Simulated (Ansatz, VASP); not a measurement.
## Cross-check of Zn3SbP between VASP and Ansatz

Wanted: the spread between two codes on one cell, functional and k mesh. The cell is invented: As first built, before any earlier steps moved the atoms (in the runner's words): it takes the Ca3SbP structure with some of its atoms replaced by other elements, volume scaled by an estimate. It may not be a known or stable phase. The cell is taken from a series of VASP runs on this material, whose earlier steps may have relaxed, scaled or displaced it; both programs get it as it stands.

Program: Ansatz 0.2.0. Level of theory: plane waves, with VASP 6.6.1 beside it; relaxation of cell and atoms at PBE. Results are calculated unless marked as measured.

## 1. Set-up

It takes space group Pm-3m (No. 221, cubic). Conventional cell: a = 4.705 Å, b = 4.705 Å, c = 4.705 Å, α = 90.00°, β = 90.00°, γ = 90.00°. Nearest to Sb lie 12 Zn at 3.33 Å. Nearest to Zn lie 2 P at 2.35 Å and 8 Zn at 3.33 Å and 4 Sb at 3.33 Å. Nearest to P lie 6 Zn at 2.35 Å. As first built, before any earlier steps moved the atoms (in the runner's words): sites of the Ca3SbP structure (space group 221) filled with other elements, volume scaled by an estimate. Farther neighbours are not listed.

Coordinates:

```xyz
5
Lattice="4.7052 0.0000 0.0000 0.0000 4.7052 0.0000 0.0000 0.0000 4.7052" Properties=species:S:1:pos:R:3 pbc="T T T"
Sb    0.0000    0.0000    0.0000
Zn    0.0000    2.3526    2.3526
Zn    2.3526    0.0000    2.3526
Zn    2.3526    2.3526    0.0000
P     2.3526    2.3526    2.3526
```

## 2. VASP: relaxation of cell and atoms, PBE

The relaxed volume is the usual yardstick between codes: its relative difference is about their pressure difference at one cell divided by the bulk modulus.

Lines of VASP's logs that name or quote its potential files are left out, and so is its time.

INCAR reads:

```
SYSTEM = Zn3SbP
PREC = Accurate
ENCUT = 400
EDIFF = 1E-06
NELM = 100
ISMEAR = -1
SIGMA = 0.05
LREAL = .FALSE.
ALGO = Normal
GGA = PE
NBANDS = 29
LORBIT = 11
LWAVE = .FALSE.
LCHARG = .FALSE.
KPAR = 2
IBRION = 2
NSW = 60
ISIF = 3
EDIFFG = -0.01
```

POSCAR reads:

```
Zn3SbP
1.0
    4.7051934959      0.0000000000      0.0000000000
    0.0000000000      4.7051934959      0.0000000000
    0.0000000000      0.0000000000      4.7051934959
Sb Zn P
1 3 1
Direct
    0.0000000000      0.0000000000      0.0000000000
    0.0000000000      0.5000000000      0.5000000000
    0.5000000000      0.0000000000      0.5000000000
    0.5000000000      0.5000000000      0.0000000000
    0.5000000000      0.5000000000      0.5000000000
```

KPOINTS reads:

```
Automatic mesh
0
Gamma
5 5 5
0 0 0
```

The projector-augmented-wave data sets are Sb, Zn and P (PBE family, release 64).

The run is started by

```bash
> mpirun -np 2 vasp_std
```

Numbers of over 12 decimals in the logs are rounded to 6 here.

The program printed:

```text
[banner, memory and clock lines left out]
running    2 mpi-ranks, on    1 nodes
 distrk:  each k-point on    1 cores,    2 groups
 distr:  one band on    1 cores,    1 groups

 POSCAR found type information on POSCAR SbZnP
 POSCAR found :  3 types and       5 ions
 LDA part: xc-table for (Slater+PW92), standard interpolation
 POSCAR, INCAR and KPOINTS ok, starting setup
 FFT: planning ... GRIDC
 FFT: planning ... GRID_SOFT
 FFT: planning ... GRID
 WAVECAR not read
 entering main loop
       N       E                     dE             d eps       ncg     rms          rms(c)
DAV:   1     0.245846834114E+03    0.24585E+03   -0.18113E+04   580   0.158E+03
DAV:   2     0.568278182951E+01   -0.24016E+03   -0.23355E+03   585   0.341E+02
DAV:   3    -0.118877096971E+02   -0.17570E+02   -0.17212E+02   671   0.988E+01
DAV:   4    -0.122837178904E+02   -0.39601E+00   -0.39420E+00   635   0.141E+01
DAV:   5    -0.122909388160E+02   -0.72209E-02   -0.72200E-02   643   0.182E+00    0.788E+00
DAV:   6    -0.114171935197E+02    0.87375E+00   -0.30050E+00   720   0.326E+01    0.573E+00
DAV:   7    -0.114180637651E+02   -0.87025E-03   -0.11801E+00   635   0.762E+00    0.263E+00
DAV:   8    -0.114064377708E+02    0.11626E-01   -0.40328E-02   626   0.146E+00    0.123E+00
DAV:   9    -0.114040027098E+02    0.24351E-02   -0.10398E-02   613   0.527E-01    0.127E-01
DAV:  10    -0.114039256737E+02    0.77036E-04   -0.68034E-04   739   0.277E-01    0.749E-02
DAV:  11    -0.114039569333E+02   -0.31260E-04   -0.15831E-04   623   0.830E-02    0.326E-02
DAV:  12    -0.114039624413E+02   -0.55080E-05   -0.28709E-05   652   0.534E-02    0.447E-03
DAV:  13    -0.114039620594E+02    0.38192E-06   -0.14403E-06   385   0.125E-02
   1 F= -.11403962E+02 E0= -.11381898E+02  d E =-.114040E+02
 curvature:   0.00 expect dE= 0.000E+00 dE for cont linesearch  0.000E+00
 trial: gam= 0.00000 g(F)=  0.000E+00 g(S)=  0.700E-03 ort = 0.000E+00 (trialstep = 0.100E+01)
 search vector abs. value=  0.700E-03
 bond charge predicted
       N       E                     dE             d eps       ncg     rms          rms(c)
DAV:   1    -0.114149543445E+02   -0.10992E-01   -0.14699E-01   645   0.583E+00    0.740E-01
DAV:   2    -0.114057702275E+02    0.91841E-02   -0.42284E-02   635   0.377E+00    0.265E-01
DAV:   3    -0.114047018103E+02    0.10684E-02   -0.73099E-04   630   0.263E-01    0.139E-01
DAV:   4    -0.114043580100E+02    0.34380E-03   -0.22897E-04   712   0.135E-01    0.497E-02
DAV:   5    -0.114043145931E+02    0.43417E-04   -0.31255E-05   736   0.586E-02    0.135E-02
DAV:   6    -0.114043122638E+02    0.23293E-05   -0.18052E-05   660   0.302E-02    0.238E-03
DAV:   7    -0.114043126444E+02   -0.38062E-06   -0.16987E-06   428   0.900E-03
   2 F= -.11404313E+02 E0= -.11382084E+02  d E =-.350585E-03
 trial-energy change:   -0.000351  1 .order   -0.000356   -0.000700   -0.000012
 step:   1.0181(harm=  1.0172)  dis= 0.00000  next Energy=   -11.404313 (dE=-0.351E-03)
 reached required accuracy - stopping structural energy minimisation
```

Parts of OUTCAR (step 2):

```text
ion  position               nearest neighbor table
   1  0.000  0.000  0.000-   2 3.33   3 3.33   4 3.33   2 3.33   3 3.33   2 3.33   4 3.33   2 3.33
                             3 3.33   4 3.33   3 3.33   4 3.33
   2  0.000  0.500  0.500-   5 2.35   5 2.35   1 3.33   1 3.33   1 3.33   1 3.33
   3  0.500  0.000  0.500-   5 2.35   5 2.35   1 3.33   1 3.33   1 3.33   1 3.33
   4  0.500  0.500  0.000-   5 2.35   5 2.35   1 3.33   1 3.33   1 3.33   1 3.33
   5  0.500  0.500  0.500-   2 2.35   3 2.35   4 2.35   4 2.35   3 2.35   2 2.35

  LATTYP: Found a simple cubic cell.
 ALAT       =     4.7051934959

 Subroutine GETGRP returns: Found 48 space group operations
 (whereof 48 operations were pure point group operations)

The static configuration has the point symmetry O_h .

 Found     10 irreducible k-points:

   k-points           NKPTS =     10   k-points in BZ     NKDIM =     10   number of bands    NBANDS=     29

   dimension x,y,z NGX =    32 NGY =   32 NGZ =   32
   dimension x,y,z NGXF=    64 NGYF=   64 NGZF=   64

   ENCUT  =  400.0 eV  29.40 Ry    5.42 a.u.   7.67  7.67  7.67*2*pi/ulx,y,z

   NELECT =      46.0000    total number of electrons

 k-points in reciprocal lattice and weights: Automatic mesh
   0.00000000  0.00000000  0.00000000       0.008
   0.20000000  0.00000000  0.00000000       0.048
   0.40000000  0.00000000  0.00000000       0.048
   0.20000000  0.20000000  0.00000000       0.096
   0.40000000  0.20000000  0.00000000       0.192
   0.40000000  0.40000000  0.00000000       0.096
   0.20000000  0.20000000  0.20000000       0.064
   0.40000000  0.20000000  0.20000000       0.192
   0.40000000  0.40000000  0.20000000       0.192
   0.40000000  0.40000000  0.40000000       0.064

 average (electrostatic) potential at core
       1 -88.2486       2 -35.8000       3 -35.8000       4 -35.8000       5 -85.0453

 E-fermi :   3.8944

 k-point     1 :       0.0000    0.0000    0.0000
  band No.  band energies     occupation
    ...
     18      -0.3501      2.00000
     19      -0.3501      2.00000
     20      -0.3501      2.00000
     21       2.5188      2.00000
     22       2.5188      2.00000
     23       3.9931      0.24380
     24       3.9931      0.24380
     25       3.9931      0.24380
     26       4.6730      0.00000
     27       9.1934      0.00000
    ...

 k-point     2 :       0.2000    0.0000    0.0000
  band No.  band energies     occupation
    ...
     20      -0.1193      2.00000
     21       2.3208      2.00000
     22       2.6559      2.00000
     23       3.8185      1.64072
     24       3.8185      1.64072
     25       4.1630      0.00926
     26       6.3507      0.00000
     27       7.7633      0.00000
     28       8.2776      0.00000
     29       8.2776      0.00000

 k-point     3 :       0.4000    0.0000    0.0000
  band No.  band energies     occupation
    ...
     20       0.3156      2.00000
     21       1.2277      2.00000
     22       2.9382      2.00000
     23       3.3782      1.99993
     24       3.3782      1.99993
     25       6.4904      0.00000
     26       6.8477      0.00000
     27       7.9816      0.00000
     28       8.2282      0.00000
     29       8.2282      0.00000

  Total        0.0026347      0.0026347      0.0026347      0.0000000      0.0000000      0.0000000
  in kB        0.0403423      0.0403423      0.0403423      0.0000000      0.0000000      0.0000000
  external PRESSURE =       0.0403423 kB  Pullay stress =       0.0000000 kB

  energy-cutoff  :      400.00
  volume of cell :      104.64
      direct lattice vectors                 reciprocal lattice vectors
     4.712253149  0.000000000 -0.000000000     0.212212708  0.000000000 -0.000000000
     0.000000000  4.712253149  0.000000000    -0.000000000  0.212212708  0.000000000
     0.000000000  0.000000000  4.712253149     0.000000000  0.000000000  0.212212708

 POSITION                                       TOTAL-FORCE (eV/Angst)
 -----------------------------------------------------------------------------------
      0.00000      0.00000      0.00000        -0.000000      0.000000      0.000000
      0.00000      2.35613      2.35613         0.000000      0.000000      0.000000
      2.35613      0.00000      2.35613         0.000000      0.000000      0.000000
      2.35613      2.35613     -0.00000        -0.000000      0.000000      0.000000
      2.35613      2.35613      2.35613        -0.000000      0.000000      0.000000
 -----------------------------------------------------------------------------------
    total drift:                                0.000000     -0.000000     -0.000000

  FREE ENERGIE OF THE ION-ELECTRON SYSTEM (eV)
  ---------------------------------------------------
  free  energy   TOTEN  =       -11.4043126444 eV

  energy  without entropy=      -11.3598546397  energy(sigma->0) =      -11.38208364

 reached required accuracy - stopping structural energy minimisation

 total charge
# of ion       s       p       d       tot
------------------------------------------
    1        1.191   1.150   0.013   2.354
    2        0.600   0.332   9.759  10.691
    3        0.600   0.332   9.759  10.691
    4        0.600   0.332   9.759  10.691
    5        1.046   1.490   0.000   2.535
--------------------------------------------------
tot          4.036   3.637  29.291  36.964

[... 3 further parts left out ...]
```

## 3. Ansatz: relaxation of cell and atoms, PBE

Ansatz runs on its default PAW (the set named soft_2) files.

The same cell, functional, mesh and smearing now go to Ansatz, which takes its cutoff from its data sets.

input.yaml reads:

```yaml
crystal:
  lattice:
    - [4.7051934959, 0.0, 0.0]
    - [0.0, 4.7051934959, 0.0]
    - [0.0, 0.0, 4.7051934959]
  atoms:
    - { symbol: Sb, position: [0.0, 0.0, 0.0] }
    - { symbol: Zn, position: [0.0, 0.5, 0.5] }
    - { symbol: Zn, position: [0.5, 0.0, 0.5] }
    - { symbol: Zn, position: [0.5, 0.5, 0.0] }
    - { symbol: P, position: [0.5, 0.5, 0.5] }
hamiltonian:
  xc: pbe
  pseudopotentials: { kind: paw }
kpoints:
  mp_grid: { grid: [5, 5, 5] }
scf:
  occupations: { method: fermi_dirac, width: 0.05 }
relax:
  f_tol: 0.01
  max_steps: 60
  cell: { stress_tol: 0.05 }
output:
  forces: true
  stress: true
  write_density: true
  write_potential: true
  elf: true
  volumetric_format: npy
```

The run is started by

```bash
> ansatz run input.yaml --threads 4 --pin off --max-ram 9216MiB --backend cpu --events-out ev --progress --plain --runs-dir out
```

The program printed:

```text
Engine: ansatz 0.2.0, x86_64-unknown-linux-gnu
Pseudopotentials: kind: paw
Pseudopotential: Sb, paw, valence charge 15, recommended cutoff 420 eV (normal), Sb.paw.azcp
Pseudopotential: Zn, paw, valence charge 12, recommended cutoff 420 eV (normal), Zn.paw.azcp
Pseudopotential: P, paw, valence charge 5, recommended cutoff 420 eV (normal), P.paw.azcp
Functional definition: PBE
  parameter kappa = 0.804
  parameter beta = 0.066725
  exchange = pbe_x(kappa = kappa, mu = beta*pi^2/3)
  correlation = pbe_c(beta = beta)
Crystal: 5 atoms, lattice volume = 104.168 Å³
Basis set: ecut = 420 eV, 2007 PW (Γ), exchange–correlation on 64×64×64 points (8 copies of the dense FFT grid, shifted against one another)
Bands: 34, of which v1, the nominal top of the filled ones, is band 28 counted from 1 (27 counted from 0)
Symmetry: 48 space group operations
Space group: Pm-3m (ITA 221), of the structure as read, at distance tolerance 4.7e-5 Å
k-points: 10 of 125
Non-local potential: Sb, projectors of the file, l = 0: 2, l = 1: 2, l = 2: 2, l = 3: 2
Non-local potential: Zn, projectors of the file, l = 0: 2, l = 1: 2, l = 2: 3, l = 3: 1
Non-local potential: P, projectors of the file, l = 0: 2, l = 1: 2, l = 2: 2
PAW form: soft (Blöchl's): semilocal exchange-correlation on the pseudo side does not see the compensation charge
PAW one-centre angular grid: Sb, 590 points (default); XC on 64 Gauss nodes
PAW one-centre angular grid: Zn, 590 points (default); XC on 64 Gauss nodes
PAW one-centre angular grid: P, 110 points (default); XC on 64 Gauss nodes
Initial density: superposition of atomic densities (neutral atoms: chi_scale 0, normalization atom), corrected by the library's trained network
Initial wavefunctions: pseudopotential atomic-orbital guess
Functional: x = pbe(κ = 0.804, μ = 0.219515), c = pbe(β = 0.066725)
SCF iter   1: F=—  HF=-17195.854747 eV  |F-HF|=—  |Δ(HF+E_count)|=         —  Δρ=3.15e-3  dr2=2.83e-2  ethr=1.77e-3  ⟨swp⟩=8.0  Hψ=1709  notcnv=0
preconditioner: auto → Kerker (q_TF=auto, 2.460 Å⁻¹)  [metal: Δε(μ)=0.069 eV  Ē_g=9.287 eV  σ=0.050 eV  W_gap=0.30  n_scr=26 (ndim 8)  ℏωp=24.7 eV  f_vac=0.000  D(μ)=5.33/eV (n_scr^D=56)]
SCF iter   2: F=—  HF=-17195.850154 eV  |F-HF|=—  |Δ(HF+E_count)|=   4.59e-3  Δρ=1.76e-3  dr2=5.57e-3  ethr=5.06e-5  ⟨swp⟩=1.9  Hψ=482  notcnv=0  defer=4
SCF iter   3: F=—  HF=-17195.849705 eV  |F-HF|=—  |Δ(HF+E_count)|=   4.50e-4  Δρ=7.30e-4  dr2=8.54e-4  ethr=9.95e-6  ⟨swp⟩=3.0  Hψ=565  notcnv=0  defer=4
SCF iter   4: F=—  HF=-17195.849663 eV  |F-HF|=—  |Δ(HF+E_count)|=   4.14e-5  Δρ=5.27e-4  dr2=2.40e-4  ethr=1.52e-6  ⟨swp⟩=2.0  Hψ=545  notcnv=0  defer=5
SCF iter   5: F=—  HF=-17195.849621 eV  |F-HF|=—  |Δ(HF+E_count)|=   4.19e-5  Δρ=1.70e-4  dr2=4.93e-5  ethr=4.29e-7  ⟨swp⟩=2.0  Hψ=514  notcnv=0  defer=5
SCF iter   6: F=—  HF=-17195.849568 eV  |F-HF|=—  |Δ(HF+E_count)|=   5.36e-5  Δρ=6.16e-5  dr2=3.68e-6  ethr=8.80e-8  ⟨swp⟩=2.0  Hψ=563  notcnv=0  defer=5
SCF iter   7: F=—  HF=-17195.849568 eV  |F-HF|=—  |Δ(HF+E_count)|=   5.92e-7  Δρ=1.51e-5  dr2=2.58e-7  ethr=6.57e-9  ⟨swp⟩=2.0  Hψ=622  notcnv=0  defer=5
SCF iter   8: F=-17195.849568 eV  HF=-17195.849568 eV  |F-HF|=6.86e-9  |Δ(HF+E_count)|=   4.21e-8  Δρ=4.71e-6  dr2=1.56e-8  ethr=1.79e-10  ⟨swp⟩=8.8  Hψ=2301  notcnv=0
SCF 1 converged in 8 iterations: F = -17195.849568 eV  dr2 = 1.56e-8
  greatest PAW one-centre occupation: 0.995 electrons in one spin orbital (limit 2), on the Sb atom at site 0 (counted from 0), in its partial waves of l = 2
relax step   1: F+E_penalty+E_count = -17195.84956822 eV  Δ(F+E_penalty+E_count) = +0.000e0 eV  max|allowed force component| = 3.036e-29 eV/Å  Δτ_max = 0.0000 Å  P = +0.353 GPa  Ω = 104.168 Å³  (8 SCF iters, dr2 threshold 1.00e-7 eV, accepted)
[...]
relax step   2: F+E_penalty+E_count = -17195.85001965 eV  Δ(F+E_penalty+E_count) = -4.514e-4 eV  max|allowed force component| = 8.096e-30 eV/Å  Δτ_max = 0.0000 Å  P = +0.128 GPa  Ω = 104.580 Å³  energy of the carried Pulay correction = -1.654e-4 eV  (4 SCF iters, dr2 threshold 3.11e-7 eV, accepted)
[...]
relax step   3: F+E_penalty+E_count = -17195.85002018 eV  Δ(F+E_penalty+E_count) = -5.326e-7 eV  max|allowed force component| = 5.575e-30 eV/Å  Δτ_max = 0.0000 Å  P = +0.001 GPa  Ω = 104.816 Å³  energy of the carried Pulay correction = -2.599e-4 eV  (5 SCF iters, dr2 threshold 4.09e-8 eV, accepted)
[...]
relax step   4: F+E_penalty+E_count = -17195.85030623 eV  Δ(F+E_penalty+E_count) = -2.860e-4 eV  max|allowed force component| = 9.361e-30 eV/Å  Δτ_max = 0.0000 Å  P = +0.001 GPa  Ω = 104.816 Å³  stress off target by 1.04e-3 GPa  SCF on the basis re-selected at this cell (its energy is not comparable with the rows above)  (7 SCF iters)
basis re-selected at this cell: Δ(F+E_penalty+E_count) = -2.860e-4 eV, ΔP = -0.000 GPa vs the last step (what re-selecting the basis moved, of the pressure what is left beyond the Pulay correction that the steps carried, after the strain that the cell walked since its last selection, with what the two solves' SCF thresholds leave and, on support functions, any second-order correction that the steps lacked; it is no m [...]
SCF converged after 7 iterations
Free energy (F): -17195.850306 eV
Harris-Foulkes:  -17195.850306 eV  (|F-HF|=3.64e-12)
Internal energy: -17195.805985 eV  (E = F + TS)
E sigma→0 (E₀):  -17195.828146 eV
Entropy (-TS):   -0.044321 eV (-8.864 meV/atom)
Fermi energy:    8.329859 eV
--- Per-component energies (eV) ---
  E_band       = -106.495621
  E_kinetic    = 667.847732
  E_local      = -6875.553995  (includes V_loc(G=0)·N_el)
  E_nonlocal   = 2235.515725
  E_hartree    = 2932.326906
  E_xc         = -609.415106
  E_vxc        = -309.915574  (∫ρ·V_xc dr)
  E_paw        = -10626.019149  (= ΣΔE_a)
  E_vpaw       = -1689.042243  (= ΣTr[D̂ρ^β])
  E_aug_tail   = -0.001071  (compensation charges beyond the density's cutoff)
  E_ewald      = -4920.507028
  E_smearing   = -0.044321  (= −TS)
  E_closure    = 0.000000  (closes the sum)
  Σ components = -17195.850306   (vs F -17195.850306, Δ=0.00e0)
--- Forces (eV/Å), atoms counted from 1 ---
  atom   1  Sb    -0.00000000     0.00000000    -0.00000000
  atom   2  Zn     0.00000000     0.00000000    -0.00000000
  atom   3  Zn     0.00000000    -0.00000000     0.00000000
  atom   4  Zn    -0.00000000    -0.00000000     0.00000000
  atom   5  P      0.00000000     0.00000000     0.00000000
  max |Σ_I F_I| component: 9.93e-30 eV/Å
--- Stress (GPa, compression-positive) ---
        0.001037      -0.000000       0.000000
       -0.000000       0.001037       0.000000
        0.000000       0.000000       0.001037
  P = ⅓ Tr σ = 0.0010 GPa (0.010 kbar)
--- Band table (eV; the first three rows and the last of 10) ---
  k-point 0: bands = [... 24 lower, 4.0913, 6.9608, 6.9608, 8.4235, 8.4235, 8.4235, 9.1022, 13.6280, ... 2 higher]
  k-point 1: bands = [... 24 lower, 4.3218, 6.7559, 7.0971, 8.2519, 8.2519, 8.6003, 10.7774, 12.2028, ... 2 higher]
  k-point 2: bands = [... 24 lower, 4.7557, 5.6672, 7.3775, 7.8173, 7.8173, 10.9318, 11.2766, 12.4076, ... 2 higher]
  k-point 9: bands = [... 24 lower, 3.6207, 5.7422, 5.7422, 6.4558, 11.6260, 11.8311, 11.8311, 13.8077, ... 2 higher]
--- Relaxed structure (3 steps of the walk, 3 accepted, 1 SCFs on fresh bases) ---
  F+E_penalty+E_count = -17195.85030623 eV   max|allowed force component| = 9.361e-30 eV/Å   (the final SCF, on the basis selected at the relaxed cell)
  cell:  # Å, volume = 104.8160 Å³
    - [4.714937, 0, 0]
    - [0, 4.714937, 0.0]
    - [0, 0.0, 4.714937]
  atoms:
    - { symbol: Sb, position: [0, 0, 0] }
    - { symbol: Zn, position: [0, 0.5, 0.5] }
    - { symbol: Zn, position: [0.5, 0, 0.5] }
    - { symbol: Zn, position: [0.5, 0.5, 0] }
    - { symbol: P, position: [0.5, 0.5, 0.5] }
```

Wall time 1.8 s (4 threads of Intel Xeon 6975P-C (Granite Rapids), shared host); peak memory 0.62 GiB.

## 4. Side by side

Known differences besides the potentials themselves: both relaxations stop at a tolerance, which leaves soft axes loose, and VASP keeps its plane-wave basis; the data sets hold 56 valence electrons in Ansatz (default PAW (the set named soft_2) files) and 46 in VASP; the cutoff is 420 eV in Ansatz and 400 eV in VASP; VASP leaves aspherical gradient terms in its spheres out (LASPH is not set), Ansatz keeps them; Ansatz adds a Pulay correction to the stress that steers its cell, VASP none. Total energies have different zeros and are not compared.

The two programs side by side:

```tsv
quantity	Ansatz	VASP	difference
volume (Å³)	104.82	104.64	+0.17 %
edge a after relaxation, in the typed setting (Å)	4.715	4.712	+0.06 %
```

The walks stopped with 0.00 GPa left in Ansatz and 0.00 GPa in VASP; each walk ends within a tolerance, so the volume difference is uncertain by about these residues over the bulk modulus, most in soft cells.

## 5. What came out

```yaml
difference_in_volume_relaxation_of_cell_and_atoms_pbe: 0.17 %
```

The difference in volume is 0.17 % (relaxation of cell and atoms, PBE), within the 1.2 % picked in this series as the mark of a large difference, as far as the stopping tolerances let one tell. Such differences can come from data sets, numerical settings and the points named under the comparisons, not from the functional's error against experiment.

[Lines on the potential files, build, host, timing and source positions are cut from VASP's logs without a mark.]

[Logs are printed without paths, hosts, clocks, repeated set-up lines and the standing remarks that a program may print on its own settings, such as how far it seeks lower states.]

[Hosts, paths, dates, database ids (printed as entryN), source tags and the programs' standing remarks are cut or masked in the printed files.]
